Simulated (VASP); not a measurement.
Shape and ions are relaxed at each volume.

Consider the following.

```xyz
3
Lattice="1.5433 -2.6731 0.0000 1.5433 2.6731 0.0000 0.0000 0.0000 3.5585" Properties=species:S:1:pos:R:3 pbc="T T T"
Mg     0.0000     0.0000     0.0000
B      1.5433     0.8910     1.7792
B      1.5433    -0.8910     1.7792
```

Computed with revPBE GGA, VASP's PBE PAW potentials (set 64) (plane waves; VASP). Numerical set-up: 520 eV cut-off, 11×11×9 Γ-centred mesh, first-order Methfessel-Paxton smearing of 0.10 eV, potentials Mg B.

**Question.** Give the energy at these volumes per atom, relative to the lowest: 9.17, 9.46, 9.75, 10.05, 10.34 Å³.

**Answer.** 18.8, 4.9, 0.0, 2.9, 12.5 meV/atom. A third-order Birch-Murnaghan fit gives B0 = 140 GPa and B0′ = 3.6.

The compound is MgB2 in the AlB2 type structure. It was relaxed first.
